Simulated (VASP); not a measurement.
Data:

```yaml
crystal:
  lattice:
    - [0.00000, 3.61721, 3.61721]
    - [3.61721, 0.00000, 3.61721]
    - [3.61721, 3.61721, 0.00000]
  atoms:
    - { symbol: K, position: [0.25000, 0.25000, 0.25000] }
    - { symbol: K, position: [0.75000, 0.75000, 0.75000] }
    - { symbol: S, position: [0.00000, 0.00000, 0.00000] }
```

Computed with PBEsol GGA, VASP's PBE PAW potentials (set 64) (plane waves; VASP 6.6.1). Numerical set-up: 480 eV cut-off, 6×6×6 Γ-centred mesh, Gaussian smearing of 0.050 eV, potentials K_sv S.

Problem. What does the run give for the energy per atom (σ→0), band gap (on the k-mesh) with the smallest direct gap where there is one?

Solution. 
The band gap (on the k-mesh) is 2.45 eV. The smallest direct gap (on the k-mesh) is 2.72 eV and the energy per atom (σ→0) comes out as -3.283 eV/atom.

The compound is K2S in the antifluorite structure. It was relaxed first under an external pressure of 1 GPa.
